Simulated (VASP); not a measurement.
# A VASP study of ScAl3 (PBEsol + D3(BJ)): structure first, properties next, part 4 of 4

How well does PBEsol + D3(BJ) reproduce what experiment finds for ScAl3? The cell is relaxed first, and properties follow on it. The start is a computed cell from the Materials Project.

VASP 6.6.1; PBEsol with D3(BJ); plane waves and PAW (Sc_sv, Al).

Still holding for the runs below: The k-mesh is coarse for a metal.

So far. Step 7 (Field gradients at the nuclei (PBEsol + D3(BJ))): The largest gradient, 17.41 V/Å², sits on Al2 and like sites; times the quadrupole moment of a nucleus that has one, it gives the coupling that NMR and NQR see. Step 8 (Volume scan with PBEsol + D3(BJ)): The pressure here is 7.03 GPa.

## 9. Volume scan with PBEsol + D3(BJ) (run 2)

Contents of INCAR:

```
SYSTEM = ScAl3
PREC = Accurate
ENCUT = 400
EDIFF = 1E-06
NELM = 100
ISMEAR = 1
SIGMA = 0.2
LREAL = .FALSE.
ALGO = Normal
GGA = PS
IVDW = 12
NBANDS = 16
LASPH = .TRUE.
LORBIT = 11
LWAVE = .FALSE.
LCHARG = .FALSE.
KPAR = 4
ISIF = 2
```

Contents of POSCAR:

```
ScAl3
1.0
    3.9648332805      0.0000000000      0.0000000000
    0.0000000000      3.9648332805      0.0000000000
    0.0000000000      0.0000000000      3.9648332805
Sc Al
1 3
Direct
    0.0000000000      0.0000000000      0.0000000000
    0.5000000000      0.0000000000      0.5000000000
    0.0000000000      0.5000000000      0.5000000000
    0.5000000000      0.5000000000      0.0000000000
```

Contents of KPOINTS:

```
Automatic mesh
0
Gamma
5 5 5
0 0 0
```

The projector-augmented-wave data sets are Sc_sv and Al (PBE family, release 64).

On the command line:

```
$ mpirun -np 4 vasp_std
```

Output:

```text
[... set-up lines as in an earlier step ...]
 entering main loop
       N       E                     dE             d eps       ncg     rms          rms(c)
DAV:   1     0.101579738379E+03    0.10158E+03   -0.73720E+03   320   0.941E+02
DAV:   2    -0.158494664399E+02   -0.11743E+03   -0.11517E+03   320   0.299E+02
DAV:   3    -0.215344833005E+02   -0.56850E+01   -0.52351E+01   504   0.551E+01
DAV:   4    -0.216174076352E+02   -0.82924E-01   -0.82870E-01   408   0.784E+00
DAV:   5    -0.216201540854E+02   -0.27465E-02   -0.27464E-02   488   0.129E+00    0.109E+01
DAV:   6    -0.207229888672E+02    0.89717E+00   -0.39819E+00   504   0.223E+01    0.408E+00
DAV:   7    -0.206670435786E+02    0.55945E-01   -0.81274E-02   360   0.212E+00    0.216E+00
DAV:   8    -0.206438178272E+02    0.23226E-01   -0.28146E-02   504   0.125E+00    0.266E-01
DAV:   9    -0.206435017157E+02    0.31611E-03   -0.21647E-03   424   0.445E-01    0.135E-01
DAV:  10    -0.206434624703E+02    0.39245E-04   -0.14510E-04   512   0.118E-01    0.884E-02
DAV:  11    -0.206434581596E+02    0.43106E-05   -0.15309E-05   456   0.239E-02    0.649E-02
DAV:  12    -0.206434551352E+02    0.30244E-05   -0.23944E-05   488   0.513E-02    0.345E-03
DAV:  13    -0.206434550657E+02    0.69505E-07   -0.59612E-07   280   0.910E-03
   1 F= -.22253459E+02 E0= -.22251614E+02  d E =-.553667E-02
```

Elapsed: 5.6 s, on 4 MPI ranks of Intel Xeon Platinum 8559C (Emerald Rapids), shared host; peak memory 0.61 GiB; 18 s of CPU time.

From OUTCAR (step 9):

```text
   ENCUT  =  400.0 eV  29.40 Ry    5.42 a.u.   6.47  6.47  6.47*2*pi/ulx,y,z

   NELECT =      20.0000    total number of electrons

 E-fermi :   8.1816

 k-point     1 :       0.0000    0.0000    0.0000
  band No.  band energies     occupation
    ...
      6       5.2908      2.00000
      7       5.2908      2.00000
      8       6.2227      2.00000
      9       6.2227      2.00000
     10       6.2227      2.00000
     11       9.2747     -0.00000
     12       9.3708     -0.00000
     13       9.3708     -0.00000
     14       9.3708     -0.00000
     15      13.6042      0.00000
    ...

 Edisp (eV)   -1.61000

  Total       1.72944     1.72944     1.72944     0.00000    -0.00000    -0.00000
  in kB      44.45721    44.45721    44.45721     0.00000    -0.00000    -0.00000
  external pressure =       44.46 kB  Pullay stress =        0.00 kB

 POSITION                                       TOTAL-FORCE (eV/Angst)
 -----------------------------------------------------------------------------------
      0.00000      0.00000      0.00000         0.000000      0.000000      0.000000
      1.98242      0.00000      1.98242         0.000000      0.000000      0.000000
      0.00000      1.98242      1.98242         0.000000      0.000000      0.000000
      1.98242      1.98242      0.00000         0.000000      0.000000      0.000000
 -----------------------------------------------------------------------------------
    total drift:                               -0.000000     -0.000000     -0.000000

  FREE ENERGIE OF THE ION-ELECTRON SYSTEM (eV)
  ---------------------------------------------------
  free  energy   TOTEN  =       -22.2534592812 eV

  energy  without entropy=      -22.2479226119  energy(sigma->0) =      -22.25161372

[... 4 parts as in an earlier step ...]

[... 12 further parts left out ...]
```

Numbers from this step:

* free energy (TOTEN): -22.25 eV
* energy at zero smearing: -22.25 eV
* Fermi energy: 8.182 eV
* pressure: 4.446 GPa

The pressure falls from 7.03 to 4.45 GPa.

The run ends at a pressure of 4.45 GPa.

## 10. Volume scan with PBEsol + D3(BJ) (run 3)

INCAR is that of step 9.

Contents of POSCAR:

```
ScAl3
1.0
    3.9921778224      0.0000000000      0.0000000000
    0.0000000000      3.9921778224      0.0000000000
    0.0000000000      0.0000000000      3.9921778224
Sc Al
1 3
Direct
    0.0000000000      0.0000000000      0.0000000000
    0.5000000000      0.0000000000      0.5000000000
    0.0000000000      0.5000000000      0.5000000000
    0.5000000000      0.5000000000      0.0000000000
```

KPOINTS is that of step 9.

On the command line:

```
$ mpirun -np 4 vasp_std
```

Output:

```text
[... set-up lines as in an earlier step ...]
 entering main loop
       N       E                     dE             d eps       ncg     rms          rms(c)
DAV:   1     0.910908886397E+02    0.91091E+02   -0.71751E+03   320   0.925E+02
DAV:   2    -0.172960275493E+02   -0.10839E+03   -0.10667E+03   320   0.281E+02
DAV:   3    -0.216291909638E+02   -0.43332E+01   -0.43006E+01   496   0.512E+01
DAV:   4    -0.216981483920E+02   -0.68957E-01   -0.68922E-01   432   0.720E+00
[...]
DAV:  11    -0.207037603752E+02   -0.13241E-05   -0.24602E-05   520   0.329E-02    0.730E-02
DAV:  12    -0.207037510549E+02    0.93202E-05   -0.64285E-05   536   0.869E-02    0.286E-03
DAV:  13    -0.207037509701E+02    0.84823E-07   -0.14362E-06   304   0.137E-02
   1 F= -.22280469E+02 E0= -.22278741E+02  d E =-.518359E-02
```

Run time: 5.8 s. Hardware: 4 MPI ranks; peak memory 0.61 GiB; 19 s of CPU time.

OUTCAR, selected parts (step 10):

```text
 Edisp (eV)   -1.57672

  Total       0.83410     0.83410     0.83410     0.00000     0.00000     0.00000
  in kB      21.00383    21.00383    21.00383     0.00000     0.00000     0.00000
  external pressure =       21.00 kB  Pullay stress =        0.00 kB

 POSITION                                       TOTAL-FORCE (eV/Angst)
 -----------------------------------------------------------------------------------
      0.00000      0.00000      0.00000         0.000000      0.000000      0.000000
      1.99609      0.00000      1.99609         0.000000      0.000000      0.000000
      0.00000      1.99609      1.99609         0.000000      0.000000      0.000000
      1.99609      1.99609      0.00000         0.000000      0.000000      0.000000
 -----------------------------------------------------------------------------------
    total drift:                               -0.000000     -0.000000     -0.000000

  FREE ENERGIE OF THE ION-ELECTRON SYSTEM (eV)
  ---------------------------------------------------
  free  energy   TOTEN  =       -22.2804687865 eV

  energy  without entropy=      -22.2752851965  energy(sigma->0) =      -22.27874092

[... 1 part as in an earlier step ...]

[... 2 further parts left out ...]
[key lines of the parts left out:]
E-fermi :   7.9864
```

The pressure falls from 4.45 to 2.10 GPa.

The run ends at a pressure of 2.10 GPa.

## 11. Volume scan with PBEsol + D3(BJ) (run 4)

INCAR is that of step 10.

Contents of POSCAR:

```
ScAl3
1.0
    4.0191528151      0.0000000000      0.0000000000
    0.0000000000      4.0191528151      0.0000000000
    0.0000000000      0.0000000000      4.0191528151
Sc Al
1 3
Direct
    0.0000000000      0.0000000000      0.0000000000
    0.5000000000      0.0000000000      0.5000000000
    0.0000000000      0.5000000000      0.5000000000
    0.5000000000      0.5000000000      0.0000000000
```

KPOINTS is that of step 10.

On the command line:

```
$ mpirun -np 4 vasp_std
```

Output:

```text
[... set-up lines as in an earlier step ...]
 entering main loop
       N       E                     dE             d eps       ncg     rms          rms(c)
[... 13 cycles as in an earlier step ...]
   1 F= -.22289390E+02 E0= -.22287779E+02  d E =-.483318E-02
```

Wall time 5.8 s (4 MPI ranks); peak memory 0.63 GiB; 19 s of CPU time.

From OUTCAR (step 11):

```text
 Edisp (eV)   -1.54473

[... 6 parts as in an earlier step ...]

[... 1 further part left out ...]
[key lines of the parts left out:]
E-fermi :   7.7976
```

The pressure falls from 2.10 to -0.02 GPa.

The run ends at a pressure of -0.02 GPa.

## 12. Volume scan with PBEsol + D3(BJ) (run 5)

INCAR is that of step 11.

Contents of POSCAR:

```
ScAl3
1.0
    4.0457704969      0.0000000000      0.0000000000
    0.0000000000      4.0457704969      0.0000000000
    0.0000000000      0.0000000000      4.0457704969
Sc Al
1 3
Direct
    0.0000000000      0.0000000000      0.0000000000
    0.5000000000      0.0000000000      0.5000000000
    0.0000000000      0.5000000000      0.5000000000
    0.5000000000      0.5000000000      0.0000000000
```

KPOINTS is that of step 11.

On the command line:

```
$ mpirun -np 4 vasp_std
```

Output:

```text
[... set-up lines as in an earlier step ...]
 entering main loop
       N       E                     dE             d eps       ncg     rms          rms(c)
DAV:   1     0.921242328643E+02    0.92124E+02   -0.73817E+03   328   0.932E+02
DAV:   2    -0.164806707744E+02   -0.10860E+03   -0.10615E+03   320   0.294E+02
DAV:   3    -0.217105387930E+02   -0.52299E+01   -0.47190E+01   504   0.535E+01
DAV:   4    -0.218004273278E+02   -0.89889E-01   -0.89774E-01   424   0.805E+00
[...]
DAV:  11    -0.207679710402E+02    0.22362E-05   -0.14110E-05   432   0.225E-02    0.343E-02
DAV:  12    -0.207679654388E+02    0.56014E-05   -0.36051E-05   528   0.665E-02    0.251E-03
DAV:  13    -0.207679654111E+02    0.27690E-07   -0.10167E-06   280   0.116E-02
   1 F= -.22281950E+02 E0= -.22280445E+02  d E =-.451404E-02
```

Wall time 5.8 s (4 MPI ranks); peak memory 0.62 GiB; 19 s of CPU time.

Parts of OUTCAR (step 12):

```text
 Edisp (eV)   -1.51398

  Total      -0.80041    -0.80041    -0.80041    -0.00000     0.00000    -0.00000
  in kB     -19.36497   -19.36497   -19.36497    -0.00000     0.00000    -0.00000
  external pressure =      -19.36 kB  Pullay stress =        0.00 kB

 POSITION                                       TOTAL-FORCE (eV/Angst)
 -----------------------------------------------------------------------------------
      0.00000      0.00000      0.00000         0.000000      0.000000      0.000000
      2.02289      0.00000      2.02289         0.000000      0.000000      0.000000
      0.00000      2.02289      2.02289         0.000000      0.000000      0.000000
      2.02289      2.02289      0.00000         0.000000      0.000000      0.000000
 -----------------------------------------------------------------------------------
    total drift:                               -0.000000     -0.000000     -0.000000

  FREE ENERGIE OF THE ION-ELECTRON SYSTEM (eV)
  ---------------------------------------------------
  free  energy   TOTEN  =       -22.2819498885 eV

  energy  without entropy=      -22.2774358509  energy(sigma->0) =      -22.28044521

[... 1 part as in an earlier step ...]

[... 2 further parts left out ...]
[key lines of the parts left out:]
E-fermi :   7.6147
```

The pressure falls from -0.02 to -1.94 GPa.

The run ends at a pressure of -1.94 GPa.

## 13. Volume scan with PBEsol + D3(BJ) (run 6)

INCAR is that of step 12.

Contents of POSCAR:

```
ScAl3
1.0
    4.0720424700      0.0000000000      0.0000000000
    0.0000000000      4.0720424700      0.0000000000
    0.0000000000      0.0000000000      4.0720424700
Sc Al
1 3
Direct
    0.0000000000      0.0000000000      0.0000000000
    0.5000000000      0.0000000000      0.5000000000
    0.0000000000      0.5000000000      0.5000000000
    0.5000000000      0.5000000000      0.0000000000
```

KPOINTS is that of step 12.

On the command line:

```
$ mpirun -np 4 vasp_std
```

Output:

```text
[... set-up lines as in an earlier step ...]
 entering main loop
       N       E                     dE             d eps       ncg     rms          rms(c)
DAV:   1     0.888222084602E+02    0.88822E+02   -0.72259E+03   320   0.923E+02
DAV:   2    -0.175169972668E+02   -0.10634E+03   -0.10415E+03   320   0.286E+02
DAV:   3    -0.217642627556E+02   -0.42473E+01   -0.41913E+01   496   0.493E+01
DAV:   4    -0.218310169821E+02   -0.66754E-01   -0.66710E-01   432   0.703E+00
[...]
DAV:  11    -0.207754051991E+02    0.64450E-06   -0.15028E-05   488   0.236E-02    0.304E-02
DAV:  12    -0.207753984053E+02    0.67937E-05   -0.44654E-05   528   0.738E-02    0.218E-03
DAV:  13    -0.207753984037E+02    0.16551E-08   -0.13971E-06   296   0.134E-02
   1 F= -.22259788E+02 E0= -.22258365E+02  d E =-.426831E-02
```

Run time: 6 s. Hardware: 4 MPI ranks; peak memory 0.6 GiB.

Parts of OUTCAR (step 13):

```text
 Edisp (eV)   -1.48439

  Total      -1.54773    -1.54773    -1.54773    -0.00000    -0.00000     0.00000
  in kB     -36.72564   -36.72564   -36.72564    -0.00000    -0.00000     0.00000
  external pressure =      -36.73 kB  Pullay stress =        0.00 kB

 POSITION                                       TOTAL-FORCE (eV/Angst)
 -----------------------------------------------------------------------------------
      0.00000      0.00000      0.00000         0.000000      0.000000      0.000000
      2.03602      0.00000      2.03602         0.000000      0.000000      0.000000
      0.00000      2.03602      2.03602         0.000000      0.000000      0.000000
      2.03602      2.03602      0.00000         0.000000      0.000000      0.000000
 -----------------------------------------------------------------------------------
    total drift:                               -0.000000     -0.000000     -0.000000

  FREE ENERGIE OF THE ION-ELECTRON SYSTEM (eV)
  ---------------------------------------------------
  free  energy   TOTEN  =       -22.2597881829 eV

  energy  without entropy=      -22.2555198734  energy(sigma->0) =      -22.25836541

[... 1 part as in an earlier step ...]

[... 2 further parts left out ...]
[key lines of the parts left out:]
E-fermi :   7.4374
```

The pressure falls from -1.94 to -3.67 GPa.

The run ends at a pressure of -3.67 GPa.

## 14. Volume scan with PBEsol + D3(BJ) (run 7)

A prediction first. A parabola through the 6 pressures of evenly scaled cells so far, P = -0.02 -101.1 t +208 t² GPa with t = ln(V/V₁) and V₁ the volume at scale 1, gives -5.21 GPa at t = +0.0583.

INCAR is that of step 13.

Contents of POSCAR:

```
ScAl3
1.0
    4.0979797456      0.0000000000      0.0000000000
    0.0000000000      4.0979797456      0.0000000000
    0.0000000000      0.0000000000      4.0979797456
Sc Al
1 3
Direct
    0.0000000000      0.0000000000      0.0000000000
    0.5000000000      0.0000000000      0.5000000000
    0.0000000000      0.5000000000      0.5000000000
    0.5000000000      0.5000000000      0.0000000000
```

KPOINTS is that of step 13.

On the command line:

```
$ mpirun -np 4 vasp_std
```

Output:

```text
[... set-up lines as in an earlier step ...]
 entering main loop
       N       E                     dE             d eps       ncg     rms          rms(c)
DAV:   1     0.849017231672E+02    0.84902E+02   -0.72384E+03   320   0.906E+02
DAV:   2    -0.173030206172E+02   -0.10220E+03   -0.10013E+03   328   0.282E+02
DAV:   3    -0.217621357133E+02   -0.44591E+01   -0.43471E+01   480   0.517E+01
DAV:   4    -0.218450691820E+02   -0.82933E-01   -0.82906E-01   408   0.800E+00
[...]
DAV:  11    -0.207682805466E+02   -0.14039E-06   -0.17717E-05   488   0.261E-02    0.282E-02
DAV:  12    -0.207682734836E+02    0.70630E-05   -0.45802E-05   504   0.748E-02    0.263E-03
DAV:  13    -0.207682734928E+02   -0.92289E-08   -0.15094E-06   336   0.135E-02
   1 F= -.22224166E+02 E0= -.22222780E+02  d E =-.415626E-02
```

Wall time 5.8 s (4 MPI ranks); peak memory 0.61 GiB; 19 s of CPU time.

OUTCAR, selected parts (step 14):

```text
 Edisp (eV)   -1.45589

  Total      -2.25042    -2.25042    -2.25042     0.00000    -0.00000     0.00000
  in kB     -52.39196   -52.39196   -52.39196     0.00000    -0.00000     0.00000
  external pressure =      -52.39 kB  Pullay stress =        0.00 kB

 POSITION                                       TOTAL-FORCE (eV/Angst)
 -----------------------------------------------------------------------------------
      0.00000      0.00000      0.00000         0.000000      0.000000      0.000000
      2.04899      0.00000      2.04899         0.000000      0.000000      0.000000
      0.00000      2.04899      2.04899         0.000000      0.000000      0.000000
      2.04899      2.04899      0.00000         0.000000      0.000000      0.000000
 -----------------------------------------------------------------------------------
    total drift:                               -0.000000     -0.000000     -0.000000

  FREE ENERGIE OF THE ION-ELECTRON SYSTEM (eV)
  ---------------------------------------------------
  free  energy   TOTEN  =       -22.2241658174 eV

  energy  without entropy=      -22.2200095540  energy(sigma->0) =      -22.22278040

[... 1 part as in an earlier step ...]

[... 2 further parts left out ...]
[key lines of the parts left out:]
E-fermi :   7.2650
```

The pressure falls from -3.67 to -5.24 GPa. The parabola predicted -5.21 GPa, +0.03 GPa off.

## 15. Side by side

Times are for 4 MPI ranks of Intel Xeon Platinum 8559C (Emerald Rapids), shared host. The runs compared:

| no. | volume scale | energy above the lowest point (meV/atom) | pressure (GPa) | time | memory (GiB) |
| --- | --- | --- | --- | --- | --- |
| 1 | 0.94 | 20.8 | 7.034 | 5.8 s | 0.6 |
| 2 | 0.96 | 9.04 | 4.446 | 5.6 s | 0.61 |
| 3 | 0.98 | 2.26 | 2.100 | 5.8 s | 0.61 |
| 4 | 1 | 0 | -0.01847 | 5.8 s | 0.63 |
| 5 | 1.02 | 1.83 | -1.936 | 5.8 s | 0.62 |
| 6 | 1.04 | 7.35 | -3.673 | 6 s | 0.6 |
| 7 | 1.06 | 16.25 | -5.239 | 5.8 s | 0.61 |

## 16. Fit for PBEsol + D3(BJ)

This step: Birch-Murnaghan fit, PBEsol with D3(BJ); plane waves and PAW (VASP 6.6.1).

Derived from the runs above.

This step gave:

```yaml
pressure_derivative_of_the_bulk_modulus: 3.942
r_m_s_error_of_the_fit: 3.46e-6 eV/atom
minimum_inside_the_sampled_range: yes
bulk_modulus: 100.5 GPa
equilibrium_volume_of_the_fit: 16.24 Å³/atom
```

Table of energy above the fitted minimum by volume:

| volume (Å³/atom) | energy above the fitted minimum (eV/atom) |
| --- | --- |
| 15.257 | 0.0208 |
| 15.582 | 0.00904 |
| 15.906 | 0.00226 |
| 16.231 | 2.1e-6 |
| 16.556 | 0.00184 |
| 16.880 | 0.00736 |
| 17.205 | 0.0163 |

The fitted volume lies +0.07 % from the relaxed one.

## 17. Results

```
relaxed volume                            : 16.23 Å³/atom
relaxed conventional cell a, b, c         : 4.019, 4.019, 4.019 Å
space group after relaxing, within 0.02 Å : Pm-3m (No. 221)
band gap                                  : none, a metal
DOS at the Fermi level                    : 1.39 states/eV/cell
largest field gradient Vzz                : 17.41 V/Å² on Al2
bulk modulus from the fit                 : 101 GPa
volume from the fit                       : 16.2 Å³/atom
```

**Reading.** With PBEsol + D3(BJ), ScAl3 relaxes to 16.23 Å³/atom in space group Pm-3m (held by the symmetry of the run), comes out as a metal and has a bulk modulus of 101 GPa. Band structure (PBEsol + D3(BJ)): Of the bands kept, 2 cross the Fermi level on this path. The k-sampling is coarse for a metal, so the Fermi level, pressures and the shape of the cell carry errors. No search among competing phases was made, and a listed structure need not be the one stable at ambient conditions. All values are for a static lattice at zero temperature.

Computed beside measured:

| quantity | measured | PBEsol with D3(BJ) |
| --- | --- | --- |
| lattice constant a (Å) | 4.103 | 4.019 (-2.0 %) |

Measured values from pmc:8067998 (2021).

Verdict: The lattice constant a is off by -2.0 %: a clear miss. The grades are ours: good and fair within 0.7 and 1.5 % for the lattice constant a. Zero-point motion and thermal expansion (measured at up to 300 K) are not in the computed lattice constants.

[Lines on the potential files, build, host, timing and source positions are cut from VASP's logs without a mark.]

[Logs are printed without paths, hosts, clocks, repeated set-up lines and the standing remarks that a program may print on its own settings, such as how far it seeks lower states.]

[Hosts, paths, dates, database ids (printed as entryN), source tags and the programs' standing remarks are cut or masked in the printed files.]

[A measured line is paired with the nearest computed mode of its activity, which favours agreement.]
